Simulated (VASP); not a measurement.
Computed with PBE GGA with D4 dispersion, VASP's PBE PAW potentials (set 64) (plane waves; VASP).

VASP input:

File POSCAR:
```
Ir
2.7416560
  0.0000000000   0.7071068558   0.7071068558
  0.7071068558   0.0000000000   0.7071068558
  0.7071068558   0.7071068558   0.0000000000
Ir
1
Cartesian
  0.0000000000   0.0000000000   0.0000000000
```

File KPOINTS:
```
Automatic mesh
0
Gamma
16 16 16
0 0 0
```

INCAR:
```
! general
SYSTEM =Ir
PREC   =Accurate
ENCUT  =520
LREAL  =.FALSE.
LASPH  =.TRUE.   ! aspherical one-centre terms

! electronic loop
EDIFF  =1E-7   ! SCF stop (eV)
NELM   =100
ALGO   =Normal
LMAXMIX=6   ! l cut-off of mixed one-centre charges

! smearing
ISMEAR =1   ! Methfessel-Paxton
SIGMA  =0.1

! functional
GGA    =PE
IVDW   =13

! ions
ISIF   =2

! output
LWAVE  =.FALSE.
LCHARG =.FALSE.
```

POTCAR, in this order: Ir (PBE.64 set). Program: vasp_std.

Output of the run:

**OSZICAR**
```
       N       E                     dE             d eps       ncg     rms          rms(c)
DAV:   1     0.436246514806E+02    0.43625E+02   -0.44896E+03  2368   0.102E+03
DAV:   2    -0.872367274880E+01   -0.52348E+02   -0.50802E+02  2344   0.207E+02
DAV:   3    -0.940105762430E+01   -0.67738E+00   -0.67551E+00  3368   0.317E+01
DAV:   4    -0.940505589929E+01   -0.39983E-02   -0.39972E-02  3032   0.176E+00
DAV:   5    -0.940508657490E+01   -0.30676E-04   -0.30675E-04  3448   0.101E-01    0.141E+01
DAV:   6    -0.892886865738E+01    0.47622E+00   -0.10445E+00  2664   0.143E+01    0.573E+00
DAV:   7    -0.884695765798E+01    0.81911E-01   -0.30153E-01  3048   0.712E+00    0.158E+00
DAV:   8    -0.884147423471E+01    0.54834E-02   -0.20954E-03  2568   0.721E-01    0.477E-01
DAV:   9    -0.884080765652E+01    0.66658E-03   -0.63561E-04  3088   0.416E-01    0.129E-02
DAV:  10    -0.884081445024E+01   -0.67937E-05   -0.39093E-06  3104   0.200E-02    0.376E-03
DAV:  11    -0.884081461522E+01   -0.16497E-06   -0.12043E-07  2840   0.414E-03    0.546E-04
DAV:  12    -0.884081453310E+01    0.82116E-07   -0.65439E-09  1472   0.104E-03
   1 F= -.97399557E+01 E0= -.97398553E+01  d E =-.301377E-03
```

### OUTCAR
```
------------------------ aborting loop because EDIFF is reached ----------------------------------------
  Edisp (eV):   -0.89914
  FORCE on cell =-STRESS in cart. coord.  units (eV):
  Direction    XX          YY          ZZ          XY          YZ          ZX
  --------------------------------------------------------------------------------------
  Total      -0.91600    -0.91600    -0.91600     0.00000     0.00000    -0.00000
  in kB    -100.71247  -100.71247  -100.71247     0.00000     0.00000    -0.00000
  external pressure =     -100.71 kB  Pullay stress =        0.00 kB
  volume of cell :       14.57
      direct lattice vectors                 reciprocal lattice vectors
     0.000000000  1.938643754  1.938643754    -0.257912264  0.257912264  0.257912264
     1.938643754  0.000000000  1.938643754     0.257912264 -0.257912264  0.257912264
     1.938643754  1.938643754  0.000000000     0.257912264  0.257912264 -0.257912264
 POSITION                                       TOTAL-FORCE (eV/Angst)
 -----------------------------------------------------------------------------------
      0.00000      0.00000      0.00000         0.000000     -0.000000      0.000000
 -----------------------------------------------------------------------------------
    total drift:                                0.000000      0.000000      0.000000
  FREE ENERGIE OF THE ION-ELECTRON SYSTEM (eV)
  ---------------------------------------------------
  free  energy   TOTEN  =        -9.7399557121 eV

  energy  without entropy=       -9.7396543355  energy(sigma->0) =       -9.73985525
```
(Selected blocks of OUTCAR.)

OUTCAR:
```
 val. band max:        9.8835897829   @ k =   0.3125   0.2500   0.0625

 cond. band min:       9.8980636246   @ k =   0.3750   0.0625   0.0000


 Fermi energy:         9.8926652194

 k-point     1 :       0.0000    0.0000    0.0000
  band No.  band energies     occupation
      1      -0.9037      2.00000
      2       6.1904      2.00000
      3       6.1904      2.00000
      4       6.1904      2.00000
      5       8.7563      2.00000
      6       8.7563      2.00000
      7      24.2784      0.00000
      8      29.6902      0.00000

 k-point     2 :       0.0625    0.0000    0.0000
  band No.  band energies     occupation
      1      -0.7354      2.00000
      2       6.1023      2.00000
      3       6.2626      2.00000
      4       6.2626      2.00000
      5       8.7107      2.00000
      6       8.7107      2.00000
      7      24.5650      0.00000
      8      28.7910      0.00000

 k-point     3 :       0.1250    0.0000    0.0000
  band No.  band energies     occupation
      1      -0.2516      2.00000
      2       5.8858      2.00000
      3       6.4437      2.00000
      4       6.4437      2.00000
      5       8.6230      2.00000
      6       8.6230      2.00000
      7      25.3288      0.00000
      8      27.1184      0.00000

 k-point     4 :       0.1875    0.0000    0.0000
  band No.  band energies     occupation
      1       0.4704      2.00000
      2       5.6758      2.00000
      3       6.6120      2.00000
      4       6.6120      2.00000
      5       8.6417      2.00000
      6       8.6417      2.00000
      7      25.3213      0.00000
      8      26.2744      0.00000

 k-point     5 :       0.2500    0.0000    0.0000
  band No.  band energies     occupation
      1       1.2570      2.00000
      2       5.6956      2.00000
      3       6.6163      2.00000
      4       6.6163      2.00000
      5       8.9362      2.00000
      6       8.9362      2.00000
      7      23.5548      0.00000
...
```

Unless said otherwise, spin-orbit coupling is left out, though it shifts the bands of the heavy elements here.

The compound is Ir in the fcc structure. This cell is one point of a volume scan, at 1.03 of the reference volume.
